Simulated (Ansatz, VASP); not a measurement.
# Ti2CO2 (Ti2CO2 MXene bilayer, AA): VASP beside Ansatz, part 2 of 2

Aim: how closely do two programs agree when they are given the same cell, functional and k mesh? The structure shown is the start of the Ansatz relaxation below; VASP solves that cell, so the two are compared at the walk's first step.

VASP 6.6.1 and Ansatz 0.2.0.

So far: Set-up; Ansatz: relaxation, PBE with D3(BJ).

## 3. VASP: single point, PBE with D3(BJ), start cell

Level of this step: PBE with D3(BJ), zero-moment start; plane waves and PAW (O, Ti_sv, C) (VASP).

The same cell, functional, mesh and smearing now go to VASP, with its own data sets.

Lines of VASP's logs that name or quote its potential files are left out, and so is its time.

The input, INCAR:

```
SYSTEM = Ti2CO2
PREC = Accurate
ENCUT = 520
EDIFF = 1E-06
NELM = 200
ISMEAR = -1
SIGMA = 0.05
LREAL = .FALSE.
ALGO = Normal
GGA = PE
IVDW = 12
NBANDS = 55
ISPIN = 2
MAGMOM = -0 -0 0 0 0 0 -0 -0 -0 0
LASPH = .TRUE.
LMAXMIX = 4
LORBIT = 11
LWAVE = .FALSE.
LCHARG = .FALSE.
ISIF = 2
LDIPOL = .TRUE.
IDIPOL = 3
DIPOL = 0.5 0.5 0.5
LVHAR = .TRUE.
GGA_COMPAT = .FALSE.
NELMDL = -8
KPAR = 2
```

The input, POSCAR:

```
Ti2CO2
1.0
    3.1002400000      0.0000000000      0.0000000000
   -1.5501200000      2.6848870000      0.0000000000
    0.0000000000      0.0000000000     55.3861200000
O Ti C
4 4 2
Direct
    0.3333332092      0.6666664184      0.3899894053
    0.6666666046      0.3333332092      0.4738201557
    0.3333332092      0.6666664184      0.5261798443
    0.6666666046      0.3333332092      0.6100105947
    0.6666666046      0.3333332092      0.4098185249
    0.3333332092      0.6666664184      0.4539910360
    0.6666666046      0.3333332092      0.5460089640
    0.3333332092      0.6666664184      0.5901814751
    0.0000000000      0.0000000000      0.4319047805
    0.0000000000      0.0000000000      0.5680952195
```

The input, KPOINTS:

```
Automatic mesh
0
Gamma
12 12 1
0 0 0
```

The projector-augmented-wave data sets are O, Ti_sv and C (PBE family, release 64).

Run with:

```sh
> mpirun -np 2 vasp_std
```

Numbers of over 12 decimals in the logs are rounded to 6 here.

Log:

```text
[banner, memory and clock lines left out]
running    2 mpi-ranks, on    1 nodes
 distrk:  each k-point on    1 cores,    2 groups
 distr:  one band on    1 cores,    1 groups

 POSCAR found type information on POSCAR O TiC
 POSCAR found :  3 types and      10 ions
 LDA part: xc-table for (Slater+PW92), standard interpolation
|                                                                             |
|           W    W    AA    RRRRR   N    N  II  N    N   GGGG   !!!           |
|           W    W   A  A   R    R  NN   N  II  NN   N  G    G  !!!           |
|           W    W  A    A  R    R  N N  N  II  N N  N  G       !!!           |
|           W WW W  AAAAAA  RRRRR   N  N N  II  N  N N  G  GGG   !            |
|           WW  WW  A    A  R   R   N   NN  II  N   NN  G    G                |
|           W    W  A    A  R    R  N    N  II  N    N   GGGG   !!!           |
|                                                                             |
|     One of the lattice vectors is very long (>50 A), but AMIN is rather     |
|     large. This can spoil convergence since charge sloshing might occur     |
|     along the long lattice vector. If problems with convergence are         |
|     observed, try to decrease AMIN to a smaller value (e.g. 0.01).          |
|     Note: This warning only applies if the self-consistency cycle is        |
|     used.                                                                   |
|                                                                             |

 POSCAR, INCAR and KPOINTS ok, starting setup
 FFT: planning ... GRIDC
 FFT: planning ... GRID_SOFT
 FFT: planning ... GRID
 WAVECAR not read
 entering main loop
       N       E                     dE             d eps       ncg     rms          rms(c)
DAV:   1     0.954326268801E+03    0.95433E+03   -0.39295E+04  4924   0.129E+03
DAV:   2     0.520083376739E+02   -0.90232E+03   -0.86750E+03  5015   0.398E+02
DAV:   3    -0.101251281158E+03   -0.15326E+03   -0.14859E+03  5837   0.157E+02
DAV:   4    -0.116334982648E+03   -0.15084E+02   -0.15050E+02  6488   0.468E+01
DAV:   5    -0.117707478479E+03   -0.13725E+01   -0.13722E+01  6395   0.116E+01
DAV:   6    -0.117754205578E+03   -0.46727E-01   -0.46726E-01  6443   0.250E+00
DAV:   7    -0.117756024822E+03   -0.18192E-02   -0.18192E-02  6338   0.407E-01
DAV:   8    -0.117756062890E+03   -0.38068E-04   -0.38068E-04  6530   0.733E-02    0.377E+01
DAV:   9    -0.945513077304E+02    0.23205E+02   -0.18273E+02  5461   0.812E+01    0.257E+01
DAV:  10    -0.914475333848E+02    0.31038E+01   -0.64411E+01  5500   0.507E+01    0.133E+01
DAV:  11    -0.885926230345E+02    0.28549E+01   -0.67018E+00  5689   0.189E+01    0.452E+00
DAV:  12    -0.887555226598E+02   -0.16290E+00   -0.27563E+00  6173   0.983E+00    0.438E+00
DAV:  13    -0.886260077536E+02    0.12951E+00   -0.43334E-01  5956   0.529E+00    0.272E+00
DAV:  14    -0.885671447156E+02    0.58863E-01   -0.34241E-01  6132   0.406E+00    0.861E-01
[...]
DAV:  27    -0.885602057510E+02   -0.30675E-04   -0.86835E-07  3194   0.546E-03    0.166E-03
DAV:  28    -0.885602280996E+02   -0.22349E-04   -0.15123E-06  3776   0.490E-03    0.266E-03
DAV:  29    -0.885602376549E+02   -0.95553E-05   -0.26812E-07  2979   0.270E-03    0.155E-03
DAV:  30    -0.885602426610E+02   -0.50061E-05   -0.22302E-07  2952   0.209E-03    0.907E-04
DAV:  31    -0.885602453356E+02   -0.26746E-05   -0.93310E-08  2904   0.161E-03    0.187E-04
DAV:  32    -0.885602471970E+02   -0.18614E-05   -0.10293E-07  2881   0.116E-03    0.692E-04
DAV:  33    -0.885602482540E+02   -0.10570E-05   -0.32305E-08  2888   0.866E-04    0.339E-04
DAV:  34    -0.885602487384E+02   -0.48438E-06   -0.22937E-08  2888   0.598E-04
   1 F= -.90970291E+02 E0= -.90969503E+02  d E =-.157583E-02  mag=    -0.0000
```

From OUTCAR (step 3):

```text
ion  position               nearest neighbor table
   1  0.333  0.667  0.390-   5 2.10   5 2.10   5 2.10
   2  0.667  0.333  0.474-   6 2.10   6 2.10   6 2.10
   3  0.333  0.667  0.526-   7 2.10   7 2.10   7 2.10
   4  0.667  0.333  0.610-   8 2.10   8 2.10   8 2.10
   5  0.667  0.333  0.410-   1 2.10   1 2.10   1 2.10   9 2.17   9 2.17   9 2.17
   6  0.333  0.667  0.454-   2 2.10   2 2.10   2 2.10   9 2.17   9 2.17   9 2.17
   7  0.667  0.333  0.546-   3 2.10   3 2.10   3 2.10  10 2.17  10 2.17  10 2.17
   8  0.333  0.667  0.590-   4 2.10   4 2.10   4 2.10  10 2.17  10 2.17  10 2.17
   9  0.000  0.000  0.432-   6 2.17   5 2.17   5 2.17   6 2.17   6 2.17   5 2.17
  10  0.000  0.000  0.568-   8 2.17   7 2.17   7 2.17   8 2.17   8 2.17   7 2.17

  LATTYP: Found a hexagonal cell.
 ALAT       =     3.1002400000
 C/A-ratio  =    17.8651072175

 Subroutine GETGRP returns: Found 12 space group operations
 (whereof 12 operations were pure point group operations)

The static configuration has the point symmetry D_3d.

 Found     19 irreducible k-points:

   k-points           NKPTS =     19   k-points in BZ     NKDIM =     19   number of bands    NBANDS=     55

   dimension x,y,z NGX =    24 NGY =   24 NGZ =  420
   dimension x,y,z NGXF=    48 NGYF=   48 NGZF=  840

   ENCUT  =  520.0 eV  38.22 Ry    6.18 a.u.   5.76  5.76102.98*2*pi/ulx,y,z

   NELECT =      80.0000    total number of electrons

 k-points in reciprocal lattice and weights: Automatic mesh
   0.00000000  0.00000000  0.00000000       0.007
   0.08333333 -0.00000000  0.00000000       0.042
   0.16666667 -0.00000000  0.00000000       0.042
   0.25000000 -0.00000000  0.00000000       0.042
   0.33333333 -0.00000000  0.00000000       0.042
   0.41666667 -0.00000000  0.00000000       0.042
   0.50000000 -0.00000000  0.00000000       0.021
   0.08333333  0.08333333  0.00000000       0.042
   0.16666667  0.08333333  0.00000000       0.083
[...]
0.33333333  0.25000000  0.00000000       0.083
   0.33333333  0.33333333  0.00000000       0.014

 dipolmoment           0.000000      0.000000     -0.000000 electrons x Angstroem

 average (electrostatic) potential at core
       1 -78.8886       2 -78.8897       3 -78.8897       4 -78.8886       5 -85.6293
       6 -85.6292       7 -85.6292       8 -85.6293       9 -57.7773      10 -57.7773

 E-fermi :  -4.1609

 spin component 1
 k-point     1 :       0.0000    0.0000    0.0000
  band No.  band energies     occupation
    ...
     36      -4.5486      0.99957
     37      -4.3053      0.94724
     38      -4.3053      0.94724
     39      -4.2949      0.93585
     40      -4.2949      0.93585
     41      -3.3740      0.00000
     42      -3.3740      0.00000
     43      -3.3721      0.00000
     44      -3.3721      0.00000
     45      -2.6553      0.00000
    ...

 k-point     2 :       0.0833   -0.0000    0.0000
  band No.  band energies     occupation
    ...
     36      -4.8898      1.00000
     37      -4.7230      0.99999
     38      -4.6427      0.99993
     39      -4.6324      0.99992
     40      -4.5013      0.99890
     41      -3.2607      0.00000
     42      -3.2465      0.00000
     43      -3.0642      0.00000
     44      -3.0587      0.00000
     45      -2.5506      0.00000
    ...

 k-point     3 :       0.1667   -0.0000    0.0000
  band No.  band energies     occupation
    ...
     36      -5.8947      1.00000
     37      -5.1330      1.00000
     38      -5.1225      1.00000
     39      -4.7070      0.99998
     40      -4.6325      0.99992
     41      -3.4058      0.00000
     42      -3.3690      0.00000
     43      -2.6959      0.00000
     44      -2.6891      0.00000
     45      -2.1842      0.00000
    ...

 k-point     4 :       0.2500   -0.0000    0.0000
  band No.  band energies     occupation
    ...
     36      -6.1897      1.00000
     37      -5.4703      1.00000
     38      -5.4591      1.00000
     39      -5.0490      1.00000
     40      -5.0315      1.00000
     41      -3.6158      0.00002
     42      -3.5657      0.00001
     43      -2.4501      0.00000
     44      -2.4453      0.00000
     45      -1.9897      0.00000
    ...

 k-point     5 :       0.3333   -0.0000    0.0000
  band No.  band energies     occupation
    ...
     36      -6.3022      1.00000
     37      -5.5819      1.00000
     38      -5.5688      1.00000
     39      -5.3694      1.00000
     40      -5.3139      1.00000
     41      -3.8187      0.00107
     42      -3.7546      0.00030
     43      -2.1915      0.00000
     44      -2.1892      0.00000
     45      -2.0434      0.00000
    ...

 k-point     6 :       0.4167   -0.0000    0.0000
  band No.  band energies     occupation
    ...
     36      -6.6273      1.00000
     37      -5.5451      1.00000
     38      -5.5293      1.00000
     39      -5.4168      1.00000
     40      -5.3470      1.00000
     41      -3.9518      0.01506
     42      -3.8811      0.00370
     43      -2.1375      0.00000
     44      -2.1099      0.00000
     45      -1.9396      0.00000
    ...

 Edisp (eV)   -2.41004

  Total     -14.53318   -14.53319    -8.45942    -0.00000     0.00000     0.00000
  in kB     -50.50670   -50.50672   -29.39876    -0.00000     0.00000     0.00000
  external pressure =      -43.47 kB  Pullay stress =        0.00 kB

  energy-cutoff  :      520.00
  volume of cell :      461.02
      direct lattice vectors                 reciprocal lattice vectors
     3.100240000  0.000000000  0.000000000     0.322555673  0.186227577  0.000000000
    -1.550120000  2.684887000  0.000000000     0.000000000  0.372455154  0.000000000
     0.000000000  0.000000000 55.386120000     0.000000000  0.000000000  0.018055065

 POSITION                                       TOTAL-FORCE (eV/Angst)
 -----------------------------------------------------------------------------------
      0.00000      1.78992     21.60000         0.000000      0.000000      2.695945
      1.55012      0.89496     26.24306         0.000000      0.000000     -2.683813
      0.00000      1.78992     29.14306        -0.000000     -0.000000      2.683813
      1.55012      0.89496     33.78612         0.000000     -0.000000     -2.695945
      1.55012      0.89496     22.69826        -0.000000      0.000000     -3.529087
      0.00000      1.78992     25.14480         0.000000     -0.000000      3.623414
      1.55012      0.89496     30.24132        -0.000000      0.000000     -3.623414
      0.00000      1.78992     32.68786         0.000000     -0.000000      3.529087
      0.00000      0.00000     23.92153        -0.000000      0.000000      0.007525
      0.00000      0.00000     31.46459         0.000000      0.000000     -0.007525
 -----------------------------------------------------------------------------------
    total drift:                               -0.000000      0.005786      0.000000

  FREE ENERGIE OF THE ION-ELECTRON SYSTEM (eV)
  ---------------------------------------------------
  free  energy   TOTEN  =       -90.9702914120 eV

  energy  without entropy=      -90.9687155858  energy(sigma->0) =      -90.96950350

 vacuum level on the upper side and lower side of the slab         3.273         3.273

 total charge
# of ion       s       p       d       tot
------------------------------------------
    1        1.579   3.341   0.000   4.920
    2        1.579   3.341   0.000   4.920
    3        1.579   3.341   0.000   4.920
    4        1.579   3.341   0.000   4.920
    5        2.190   6.226   1.764  10.180
    6        2.190   6.226   1.764  10.180
    7        2.190   6.226   1.764  10.180
    8        2.190   6.226   1.764  10.180
    9        0.888   1.543   0.000   2.430
   10        0.888   1.543   0.000   2.430
--------------------------------------------------
tot         16.851  41.354   7.055  65.260

 magnetization (x)
# of ion       s       p       d       tot
------------------------------------------
    1        0.000   0.000   0.000   0.000
    2        0.000   0.000   0.000   0.000
    3        0.000   0.000   0.000   0.000
    4        0.000   0.000   0.000   0.000
    5        0.000   0.000  -0.000  -0.000
    6        0.000   0.000  -0.000  -0.000
    7        0.000   0.000  -0.000  -0.000
    8        0.000   0.000  -0.000  -0.000
    9        0.000   0.000   0.000   0.000
   10        0.000   0.000   0.000   0.000
--------------------------------------------------
tot          0.000   0.000  -0.000   0.000

[... 2 further parts left out ...]
```

This run allows spin, but its moments start at zero, where symmetry between the spins tends to hold them, although Ti can carry a moment.

## 4. Comparison

Known differences besides the potentials themselves: Ansatz cuts the interaction across the vacuum, VASP repeats the sheet with a dipole correction; the cutoff is 420 eV in Ansatz and 520 eV in VASP. Total energies have different zeros and are not compared.

Forces (eV/Å; atoms numbered as in POSCAR):

```tsv
atom	Ansatz x, y, z	VASP x, y, z
O1	0.000, 0.000, 2.739	0.000, 0.000, 2.696
O2	0.000, 0.000, -2.726	0.000, 0.000, -2.684
O3	0.000, 0.000, 2.726	0.000, 0.000, 2.684
O4	0.000, 0.000, -2.739	0.000, 0.000, -2.696
Ti5	0.000, 0.000, -3.551	0.000, 0.000, -3.529
Ti6	0.000, 0.000, 3.645	0.000, 0.000, 3.623
Ti7	0.000, 0.000, -3.645	0.000, 0.000, -3.623
Ti8	0.000, 0.000, 3.551	0.000, 0.000, 3.529
C9	0.000, 0.000, 0.008	0.000, 0.000, 0.008
C10	0.000, 0.000, -0.008	0.000, 0.000, -0.008
```

The forces differ by 18 meV/Å r.m.s., which is 1.1 % of the r.m.s. force of 1.634 eV/Å (both taken over all components). Moments aren't recorded for both runs of this pair, so they may hold unlike magnetic states. With vacuum in the cell, a pressure given here is an average over mostly empty space and none of the material.

## 5. Outcome

* r.m.s. force difference (single point, PBE with D3(BJ), start cell): 1.1 % of the r.m.s. force

The r.m.s. force difference is 1.1 % of the r.m.s. force (single point, PBE with D3(BJ), start cell), within the 3 % picked in this series as the mark of a large difference. 1 further run of this series is not shown here. Such differences can come from data sets, numerical settings and the points named under the comparisons, not from the functional's error against experiment.

[Lines on the potential files, build, host, timing and source positions are cut from VASP's logs without a mark.]

[Logs are printed without paths, hosts, clocks, repeated set-up lines and the standing remarks that a program may print on its own settings, such as how far it seeks lower states.]

[Hosts, paths, dates, database ids (printed as entryN), source tags and the programs' standing remarks are cut or masked in the printed files.]
